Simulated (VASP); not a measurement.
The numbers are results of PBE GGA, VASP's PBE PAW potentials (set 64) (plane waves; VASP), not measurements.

A VASP calculation is set up with these files.

### KPOINTS
```
Automatic mesh
0
Gamma
7 7 7
0 0 0
```

POSCAR:
```
InP
1
    0.0000000000     2.9743299724     2.9743299724
    2.9743299724     0.0000000000     2.9743299724
    2.9743299724     2.9743299724    -0.0000000000
In P
1 1
Direct
  0.0000000000   0.0000000000   0.0000000000
  0.2500000000   0.2500000000   0.2500000000
```

INCAR:
```
SYSTEM = InP
PREC = Accurate
ENCUT = 350
EDIFF = 1E-6
NELM = 100
ALGO = Normal
LREAL = .FALSE.
LASPH = .TRUE.
ISMEAR = 0
SIGMA = 0.05
GGA = PE
LMAXMIX = 4
LWAVE = .FALSE.
LCHARG = .FALSE.
IBRION = 2
ISIF = 3
NSW = 60
EDIFFG = -0.01
```

POTCAR, in this order: In_d P (PBE.64 set). Program: vasp_std.

The run wrote:

OSZICAR:
```
       N       E                     dE             d eps       ncg     rms          rms(c)
DAV:   1     0.974116865118E+02    0.97412E+02   -0.69000E+03   525   0.113E+03
DAV:   2    -0.211651465652E+01   -0.99528E+02   -0.97254E+02   545   0.275E+02
DAV:   3    -0.863214365078E+01   -0.65156E+01   -0.64798E+01   685   0.808E+01
DAV:   4    -0.879581648414E+01   -0.16367E+00   -0.16360E+00   599   0.146E+01
DAV:   5    -0.880609887737E+01   -0.10282E-01   -0.10282E-01   811   0.296E+00    0.531E+00
DAV:   6    -0.842373468437E+01    0.38236E+00   -0.74745E-01   768   0.150E+01    0.329E+00
DAV:   7    -0.839965910073E+01    0.24076E-01   -0.18381E-01   713   0.353E+00    0.121E+00
DAV:   8    -0.840003745171E+01   -0.37835E-03   -0.14946E-02   636   0.175E+00    0.342E-01
DAV:   9    -0.840083785562E+01   -0.80040E-03   -0.22618E-03   643   0.670E-01    0.197E-01
DAV:  10    -0.840087965748E+01   -0.41802E-04   -0.19633E-04   722   0.121E-01    0.140E-01
DAV:  11    -0.840092630127E+01   -0.46644E-04   -0.27720E-05   605   0.385E-02    0.629E-02
DAV:  12    -0.840094681351E+01   -0.20512E-04   -0.54522E-05   570   0.119E-01    0.213E-02
DAV:  13    -0.840094713074E+01   -0.31724E-06   -0.23107E-06   605   0.145E-02
   1 F= -.84009471E+01 E0= -.84009471E+01  d E =-.840095E+01
```

OUTCAR:
```
------------------------ aborting loop because EDIFF is reached ----------------------------------------
  FORCE on cell =-STRESS in cart. coord.  units (eV):
  Direction    XX          YY          ZZ          XY          YZ          ZX
  --------------------------------------------------------------------------------------
  Total        0.0090338      0.0090338      0.0090338      0.0000000      0.0000000     -0.0000000
  in kB        0.2750310      0.2750310      0.2750310      0.0000000      0.0000000     -0.0000000
  external PRESSURE =       0.2750310 kB  Pullay stress =       0.0000000 kB
  volume of cell :       52.63
      direct lattice vectors                 reciprocal lattice vectors
     0.000000000  2.974329972  2.974329972    -0.168105087  0.168105087  0.168105087
     2.974329972  0.000000000  2.974329972     0.168105087 -0.168105087  0.168105087
     2.974329972  2.974329972  0.000000000     0.168105087  0.168105087 -0.168105087
  FREE ENERGIE OF THE ION-ELECTRON SYSTEM (eV)
  ---------------------------------------------------
  free  energy   TOTEN  =        -8.4009471307 eV

  energy  without entropy=       -8.4009471307  energy(sigma->0) =       -8.40094713

 reached required accuracy - stopping structural energy minimisation
```
(Selected blocks of OUTCAR.)

OUTCAR:
```
 val. band max:        4.7163017564   @ k =   0.0000   0.0000   0.0000

 cond. band min:       5.1832055680   @ k =   0.0000   0.0000   0.0000


 Fermi energy:         4.9239704617

 k-point     1 :       0.0000    0.0000    0.0000
  band No.  band energies     occupation
      1      -9.3842      2.00000
      2      -9.3842      2.00000
      3      -9.3842      2.00000
      4      -9.2531      2.00000
      5      -9.2531      2.00000
      6      -6.5062      2.00000
      7       4.7163      2.00000
      8       4.7163      2.00000
      9       4.7163      2.00000
     10       5.1832      0.00000
     11       8.8050      0.00000
     12       8.8050      0.00000
     13       8.8050      0.00000

 k-point     2 :       0.1429    0.0000    0.0000
  band No.  band energies     occupation
      1      -9.4045      2.00000
      2      -9.3764      2.00000
      3      -9.3764      2.00000
      4      -9.2534      2.00000
      5      -9.2534      2.00000
      6      -6.2905      2.00000
      7       2.9035      2.00000
      8       4.4984      2.00000
      9       4.4984      2.00000
     10       6.2791      0.00000
     11       9.0002      0.00000
     12       9.1323      0.00000
     13       9.1323      0.00000

 k-point     3 :       0.2857    0.0000    0.0000
  band No.  band energies     occupation
      1      -9.4470      2.00000
      2      -9.3609      2.00000
      3      -9.3609      2.00000
      4      -9.2499      2.00000
      5      -9.2499      2.00000
      6      -5.7065      2.00000
      7       0.8797      2.00000
      8       4.1026      2.00000
      9       4.1026      2.00000
     10       6.3323      0.00000
     11       9.5349      0.00000
     12       9.5349      0.00000
     13      10.3111      0.00000

 k-point     4 :       0.4286    0.0000    0.0000
  band No.  band energies     occupation
      1      -9.4793      2.00000
      2      -9.3521      2.00000
      3      -9.3521      2.00000
...
```

Unless said otherwise, spin-orbit coupling is left out, though it shifts the bands of the heavy elements here.

The compound is InP in the zinc blende structure. It was relaxed first. The start is the result of an earlier pass.
